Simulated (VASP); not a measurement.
Computed with PBEsol GGA, VASP's PBE PAW potentials (set 64) (plane waves; VASP).

VASP ran on this input.

File KPOINTS:
```
Automatic mesh
0
Gamma
8 8 5
0 0 0
```

### POSCAR
```
SiC
1.0
  1.5173470348  -2.6281219142   0.0000000000
  1.5173470348   2.6281219142   0.0000000000
  0.0000000000   0.0000000000   4.9795658612
Si C
2 2
Direct
  0.6666670000   0.3333330000   0.4996196627
  0.3333330000   0.6666670000   0.9996196627
  0.6666670000   0.3333330000   0.8753803373
  0.3333330000   0.6666670000   0.3753803373
```

**INCAR**
```
ALGO=Normal
EDIFF=1E-6
EDIFFG=-0.02
ENCUT=620
GGA=PS
IBRION=2
ISIF=3
ISMEAR=0
LASPH=.TRUE.
LCHARG=.FALSE.
LREAL=.FALSE.
LWAVE=.FALSE.
NELM=100
NSW=40
PREC=Accurate
PSTRESS=100
SIGMA=0.05
SYSTEM=SiC
```

POTCAR, in this order: Si C (PBE.64 set). Program: vasp_std.

The run wrote:

File OUTCAR:
```
 ion  position               nearest neighbor table
   1  0.667  0.333  0.500-   4 1.86   4 1.86   4 1.86   3 1.87   2 3.04   2 3.04   2 3.04   2 3.04
                             2 3.04   2 3.04
   2  0.333  0.667  1.000-   3 1.86   3 1.86   3 1.86   4 1.87   1 3.04   1 3.04   1 3.04   1 3.04
                             1 3.04   1 3.04
   3  0.667  0.333  0.875-   2 1.86   2 1.86   2 1.86   1 1.87
   4  0.333  0.667  0.375-   1 1.86   1 1.86   1 1.86   2 1.87
  LATTYP: Found a hexagonal cell.
 ALAT       =     3.0346938593
 C/A-ratio  =     1.6408791437
 Subroutine PRICEL returns:
 Original cell was already a primitive cell.
 Subroutine GETGRP returns: Found 12 space group operations
The static configuration has the point symmetry C_3v.
 The point group associated with its full space group is C_6v.
The dynamic configuration has the point symmetry C_3v.
 Subroutine INISYM returns: Found 12 space group operations
 Subroutine IBZKPT returns following result:
 Found     30 irreducible k-points:

 Following reciprocal coordinates:
            Coordinates               Weight
  0.000000  0.000000  0.000000      1.000000
  0.125000  0.000000  0.000000      6.000000
  0.250000  0.000000  0.000000      6.000000
  0.375000  0.000000  0.000000      6.000000
  0.500000  0.000000  0.000000      3.000000
  0.125000  0.125000  0.000000      6.000000
  0.250000  0.125000  0.000000     12.000000
  0.375000  0.125000  0.000000     12.000000
  0.250000  0.250000  0.000000      6.000000
  0.375000  0.250000  0.000000      6.000000
  0.000000  0.000000  0.200000      2.000000
  0.125000  0.000000  0.200000     12.000000
  0.250000  0.000000  0.200000     12.000000
  0.375000  0.000000  0.200000     12.000000
  0.500000  0.000000  0.200000      6.000000
  0.125000  0.125000  0.200000     12.000000
  0.250000  0.125000  0.200000     24.000000
  0.375000  0.125000  0.200000     24.000000
...
```

### OSZICAR
```
       N       E                     dE             d eps       ncg     rms          rms(c)
DAV:   1     0.413361800232E+02    0.41336E+02   -0.83648E+03   720   0.138E+03
DAV:   2    -0.322994243543E+02   -0.73636E+02   -0.66708E+02  1004   0.203E+02
DAV:   3    -0.355820677020E+02   -0.32826E+01   -0.32687E+01   944   0.433E+01
DAV:   4    -0.356182971940E+02   -0.36229E-01   -0.36199E-01   908   0.528E+00
DAV:   5    -0.356189209229E+02   -0.62373E-03   -0.62352E-03   916   0.657E-01    0.130E+01
DAV:   6    -0.319566290000E+02    0.36623E+01   -0.10165E+01   872   0.205E+01    0.595E+00
DAV:   7    -0.318015013812E+02    0.15513E+00   -0.96808E-01   920   0.659E+00    0.248E+00
DAV:   8    -0.317736722290E+02    0.27829E-01   -0.53832E-02   868   0.169E+00    0.507E-01
DAV:   9    -0.317716012888E+02    0.20709E-02   -0.58461E-03   880   0.566E-01    0.129E-01
DAV:  10    -0.317716982203E+02   -0.96931E-04   -0.39402E-04   872   0.151E-01    0.495E-02
DAV:  11    -0.317716980137E+02    0.20661E-06   -0.32491E-05   900   0.486E-02    0.109E-02
DAV:  12    -0.317716982650E+02   -0.25133E-06   -0.20615E-06   688   0.105E-02
   1 F= -.29292899E+02 E0= -.29292899E+02  d E =-.292929E+02
```

**OUTCAR**
```
------------------------ aborting loop because EDIFF is reached ----------------------------------------
  FORCE on cell =-STRESS in cart. coord.  units (eV):
  Direction    XX          YY          ZZ          XY          YZ          ZX
  --------------------------------------------------------------------------------------
  Total        2.4900635      2.4900630      2.4510129     -0.0000000     -0.0000000      0.0000000
  in kB      100.4544319    100.4544133     98.8790475     -0.0000000     -0.0000000      0.0000000
  external PRESSURE =      -0.0707024 kB  Pullay stress =     100.0000000 kB
  volume of cell :       39.71
      direct lattice vectors                 reciprocal lattice vectors
     1.517347035 -2.628121914  0.000000000     0.329522508 -0.190249926  0.000000000
     1.517347035  2.628121914  0.000000000     0.329522508  0.190249926  0.000000000
     0.000000000  0.000000000  4.979565861     0.000000000  0.000000000  0.200820720
  FREE ENERGIE OF THE ION-ELECTRON SYSTEM (eV)
  ---------------------------------------------------
  free  energy   TOTEN  =       -31.7716982650 eV

  energy  without entropy=      -31.7716982650  energy(sigma->0) =      -31.77169827
  enthalpy is  TOTEN    =       -29.2928992096 eV   P V=        2.4787990554

 reached required accuracy - stopping structural energy minimisation
```
(Selected blocks of OUTCAR.)

The compound is SiC in the wurtzite structure, the rare 2H polytype. It was relaxed first under an external pressure of 10 GPa.
